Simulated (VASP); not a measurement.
These are PBEsol GGA, VASP's PBE PAW potentials (set 64) (plane waves; VASP 6.6.1) values and carry that method's errors.

A VASP calculation is set up with these files.

**POSCAR**
```
SrCl2
1
    0.0000000000     3.4601064369     3.4601064369
    3.4601064369     0.0000000000     3.4601064369
    3.4601064369     3.4601064369     0.0000000000
Sr Cl
1 2
Direct
  0.0000000000   0.0000000000   0.0000000000
  0.2500000000   0.2500000000   0.2500000000
  0.7500000000   0.7500000000   0.7500000000
```

**KPOINTS**
```
Automatic mesh
0
Gamma
6 6 6
0 0 0
```

**INCAR**
```
! general
SYSTEM    =  SrCl2
PREC      =  Accurate
ENCUT     =  400
LREAL     =  .FALSE.
LASPH     =  .TRUE.

! electronic loop
EDIFF     =  1E-8
NELM      =  100
ALGO      =  Normal
LMAXMIX   =  4

! smearing
ISMEAR    =  0
SIGMA     =  0.01

! functional
GGA       =  PS

! ions
IBRION    =  8
NSW       =  1

! output
LWAVE     =  .FALSE.
LCHARG    =  .FALSE.

! other
LEPSILON  =  .TRUE.
```

POTCAR, in this order: Sr_sv Cl (PBE.64 set). Program: vasp_std.

Output of the run:

File OUTCAR:
```
 ion  position               nearest neighbor table
   1  0.000  0.000  0.000-   3 3.00   3 3.00   3 3.00   2 3.00   2 3.00   2 3.00   3 3.00   2 3.00
  LATTYP: Found a face centered cubic cell.
 ALAT       =     6.9202128738
 Subroutine PRICEL returns:
 Original cell was already a primitive cell.
 Subroutine GETGRP returns: Found 48 space group operations
The static configuration has the point symmetry O_h .
The dynamic configuration has the point symmetry O_h .
 Subroutine INISYM returns: Found 48 space group operations
 Subroutine IBZKPT returns following result:
 Found     16 irreducible k-points:

 Following reciprocal coordinates:
            Coordinates               Weight
  0.000000  0.000000  0.000000      1.000000
  0.166667  0.000000  0.000000      8.000000
  0.333333  0.000000  0.000000      8.000000
  0.500000  0.000000  0.000000      4.000000
  0.166667  0.166667  0.000000      6.000000
  0.333333  0.166667  0.000000     24.000000
  0.500000  0.166667  0.000000     24.000000
 -0.333333  0.166667  0.000000     24.000000
 -0.166667  0.166667  0.000000     12.000000
  0.333333  0.333333  0.000000      6.000000
  0.500000  0.333333  0.000000     24.000000
 -0.333333  0.333333  0.000000     12.000000
  0.500000  0.500000  0.000000      3.000000
  0.500000  0.333333  0.166667     24.000000
 -0.333333  0.333333  0.166667     24.000000
 -0.333333  0.500000  0.166667     12.000000
 Subroutine IBZKPT_HF returns following result:
   k-points           NKPTS =     16   k-points in BZ     NKDIM =     16   number of bands    NBANDS=     16
   number of dos      NEDOS =    301   number of ions     NIONS =      3
   total plane-waves  NPLWV =  32768
   dimension x,y,z NGX =    32 NGY =   32 NGZ =   32
   dimension x,y,z NGXF=    64 NGYF=   64 NGZF=   64
   ions per type =               1   2
   PREC   = accura    normal or accurate (medium, high low for compatibility)
   ISTART =      0    job   : 0-new  1-cont  2-samecut
   ICHARG =      2    charge: 1-file 2-atom 10-const
   ISPIN  =      1    spin polarized calculation?
   LNONCOLLINEAR =      F non collinear calculations
   LSORBIT =      F    spin-orbit coupling
   INIWAV =      1    electr: 0-lowe 1-rand  2-diag
   ENCUT  =  400.0 eV  29.40 Ry    5.42 a.u.   7.98  7.98  7.98*2*pi/ulx,y,z
   NELM   =    100;   NELMIN=  2; NELMDL= -5     # of ELM steps
   EDIFF  = 0.1E-07   stopping-criterion for ELM
   LREAL  =      F    real-space projection
   NLSPLINE    = F    spline interpolate recip. space projectors
   LMAXMIX     =    4 max onsite mixed and CHGCAR
   VOSKOWN=      0    Vosko Wilk Nusair interpolation
   EDIFFG = 0.1E-06   stopping-criterion for IOM
   NSW    =      1    number of steps for IOM
   NBLOCK =      1;   KBLOCK =      1    inner block; outer block
   IBRION =      8    ionic relax: 0-MD 1-quasi-New 2-CG
   NFREE  =      0    steps in history (QN), initial steepest desc. (CG)
   ISIF   =      2    stress and relaxation
   ISYM   =      2    0-nonsym 1-usesym 2-fastsym
   TEIN   =    0.0    initial temperature
   TEBEG  =    0.0;   TEEND  =   0.0 temperature during run
   SMASS  =  -3.00    Nose mass-parameter (am)
   PSTRESS=    0.0 pullay stress
   NELECT =      24.0000    total number of electrons
   EFERMI =   0.00;   METHOD = LEGACY
   ISMEAR =     0;   SIGMA  =   0.01  broadening in eV -4-tet -1-fermi 0-gaus
   IALGO  =     38    algorithm
   LDIAG  =      T    sub-space diagonalisation (order eigenvalues)
   IMIX   =      4    mixing-type and parameters
     AMIX     =   0.40;   BMIX     =  1.00
     AMIX_MAG =   1.60;   BMIX_MAG =  1.00
     AMIN     =   0.10
   GGA     = PS    functional components
   VOSKOWN =     0    Vosko Wilk Nusair interpolation
   LHFCALC =     F    Hartree Fock is set to
...
```

**OUTCAR**
```


 HEAD OF MICROSCOPIC STATIC DIELECTRIC TENSOR (INDEPENDENT PARTICLE, excluding Hartree and local field effects)
 ------------------------------------------------------
           3.341385     0.000000    -0.000000
           0.000000     3.341385     0.000000
           0.000000     0.000000     3.341385
 ------------------------------------------------------

 MACROSCOPIC STATIC DIELECTRIC TENSOR (including local field effects in DFT)
 ------------------------------------------------------
           3.016102    -0.000000     0.000000
           0.000000     3.016102    -0.000000
          -0.000000     0.000000     3.016102
 ------------------------------------------------------

 PIEZOELECTRIC TENSOR (including local field effects)  for field in x, y, z        (e  Angst)
          XX          YY          ZZ          XY          YZ          ZX
  --------------------------------------------------------------------------------
  x     0.00000     0.00000     0.00000     0.00000     0.00000     0.00000
  y     0.00000     0.00000     0.00000     0.00000     0.00000     0.00000
  z     0.00000     0.00000     0.00000     0.00000     0.00000     0.00000

 PIEZOELECTRIC TENSOR (including local field effects)  for field in x, y, z        (C/m^2)
          XX          YY          ZZ          XY          YZ          ZX
  --------------------------------------------------------------------------------
  x     0.00000     0.00000     0.00000     0.00000     0.00000     0.00000
  y     0.00000     0.00000     0.00000     0.00000     0.00000     0.00000
  z     0.00000     0.00000     0.00000     0.00000     0.00000     0.00000

 BORN EFFECTIVE CHARGES (including local field effects) (in |e|, cummulative output)
 ---------------------------------------------------------------------------------
 ion    1
    1     2.49659     0.00000     0.00000
    2     0.00000     2.49659     0.00000
    3     0.00000     0.00000     2.49659
 ion    2
    1    -1.24830     0.00000     0.00000
    2     0.00000    -1.24830     0.00000
    3     0.00000     0.00000    -1.24830
 ion    3
    1    -1.24830     0.00000     0.00000
    2     0.00000    -1.24830     0.00000
    3     0.00000     0.00000    -1.24830
```
(Selected blocks of OUTCAR.)

The compound is SrCl2 in the fluorite structure. It was relaxed first.
